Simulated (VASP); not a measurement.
Calculation: LDA (Ceperley-Alder, Perdew-Zunger), VASP's LDA PAW potentials (set 64) (plane waves; VASP 6.6.1).

The input files of a VASP run:

INCAR:
```
# general
SYSTEM   =  BN
PREC     =  Accurate
ENCUT    =  620
LREAL    =  .FALSE.
LASPH    =  .TRUE.

# electronic loop
EDIFF    =  1E-6
NELM     =  100
ALGO     =  Normal

# smearing
ISMEAR   =  0
SIGMA    =  0.05

# ions
IBRION   =  2
NSW      =  40
ISIF     =  3
EDIFFG   =  -0.02
PSTRESS  =  300

# output
LWAVE    =  .FALSE.
LCHARG   =  .FALSE.
```

File POSCAR:
```
BN
1.0
  0.0000000000   1.7523236631   1.7523236631
  1.7523236631   0.0000000000   1.7523236631
  1.7523236631   1.7523236631   0.0000000000
B N
1 1
Cartesian
  0.0000000000   0.0000000000   0.0000000000
  0.8761618316   0.8761618316   0.8761618316
```

File KPOINTS:
```
Automatic mesh
0
Gamma
13 13 13
0 0 0
```

POTCAR, in this order: B N (LDA.64 set). Program: vasp_std.

What VASP printed:

**OSZICAR**
```
       N       E                     dE             d eps       ncg     rms          rms(c)
DAV:   1     0.106995597204E+02    0.10700E+02   -0.59101E+03  1360   0.116E+03
DAV:   2    -0.205226976025E+02   -0.31222E+02   -0.30349E+02  1856   0.174E+02
DAV:   3    -0.206657748873E+02   -0.14308E+00   -0.14308E+00  1584   0.153E+01
DAV:   4    -0.206658773820E+02   -0.10249E-03   -0.10249E-03  1816   0.401E-01
DAV:   5    -0.206658774138E+02   -0.31832E-07   -0.31832E-07  1496   0.475E-03    0.702E+00
DAV:   6    -0.195308131685E+02    0.11351E+01   -0.37620E+00  1376   0.145E+01    0.338E+00
DAV:   7    -0.193839313371E+02    0.14688E+00   -0.15604E-01  1816   0.359E+00    0.187E+00
DAV:   8    -0.193498900049E+02    0.34041E-01   -0.65183E-02  1448   0.209E+00    0.223E-01
DAV:   9    -0.193497432792E+02    0.14673E-03   -0.39046E-04  1360   0.253E-01    0.844E-02
DAV:  10    -0.193497246319E+02    0.18647E-04   -0.49286E-05  1808   0.817E-02    0.135E-02
DAV:  11    -0.193497249888E+02   -0.35693E-06   -0.95338E-07  1080   0.898E-03
   1 F= -.17334685E+02 E0= -.17334685E+02  d E =-.173347E+02
```

File OUTCAR:
```
------------------------ aborting loop because EDIFF is reached ----------------------------------------
  FORCE on cell =-STRESS in cart. coord.  units (eV):
  Direction    XX          YY          ZZ          XY          YZ          ZX
  --------------------------------------------------------------------------------------
  Total        2.0131027      2.0131027      2.0131027      0.0000000      0.0000000     -0.0000000
  in kB      299.7115974    299.7115974    299.7115974      0.0000000      0.0000000     -0.0000000
  external PRESSURE =      -0.2884026 kB  Pullay stress =     300.0000000 kB
  volume of cell :       10.76
      direct lattice vectors                 reciprocal lattice vectors
     0.000000000  1.752323663  1.752323663    -0.285335415  0.285335415  0.285335415
     1.752323663  0.000000000  1.752323663     0.285335415 -0.285335415  0.285335415
     1.752323663  1.752323663  0.000000000     0.285335415  0.285335415 -0.285335415
  FREE ENERGIE OF THE ION-ELECTRON SYSTEM (eV)
  ---------------------------------------------------
  free  energy   TOTEN  =       -19.3497249888 eV

  energy  without entropy=      -19.3497249888  energy(sigma->0) =      -19.34972499
  enthalpy is  TOTEN    =       -17.3346851127 eV   P V=        2.0150398761

 reached required accuracy - stopping structural energy minimisation
```
(Selected blocks of OUTCAR.)

File OUTCAR:
```
 val. band max:        8.5972830500   @ k =   0.0000   0.0000   0.0000

 cond. band min:      13.1284956876   @ k =   0.4615   0.4615   0.0000


 Fermi energy:         8.8663242401

 k-point     1 :       0.0000    0.0000    0.0000
  band No.  band energies     occupation
      1     -12.5645      2.00000
      2       8.5973      2.00000
      3       8.5973      2.00000
      4       8.5973      2.00000
      5      17.7199      0.00000
      6      17.7199      0.00000
      7      17.7199      0.00000
      8      20.5884      0.00000

 k-point     2 :       0.0769    0.0000    0.0000
  band No.  band energies     occupation
      1     -12.4094      2.00000
      2       7.7638      2.00000
      3       8.4233      2.00000
      4       8.4233      2.00000
      5      17.9817      0.00000
      6      17.9817      0.00000
      7      18.0223      0.00000
      8      20.9993      0.00000

 k-point     3 :       0.1538    0.0000    0.0000
  band No.  band energies     occupation
      1     -11.9475      2.00000
      2       5.7848      2.00000
      3       7.9919      2.00000
      4       7.9919      2.00000
      5      18.5670      0.00000
      6      18.6075      0.00000
      7      18.6075      0.00000
      8      22.0239      0.00000

 k-point     4 :       0.2308    0.0000    0.0000
  band No.  band energies     occupation
      1     -11.1927      2.00000
      2       3.3782      2.00000
      3       7.4750      2.00000
      4       7.4750      2.00000
      5      19.0808      0.00000
      6      19.2450      0.00000
      7      19.2450      0.00000
      8      23.1142      0.00000

 k-point     5 :       0.3077    0.0000    0.0000
  band No.  band energies     occupation
      1     -10.1799      2.00000
      2       0.9495      2.00000
      3       7.0076      2.00000
      4       7.0076      2.00000
      5      19.5278      0.00000
      6      19.6134      0.00000
      7      19.6134      0.00000
...
```

The compound is BN in the zinc blende structure. It was relaxed first under an external pressure of 30 GPa.
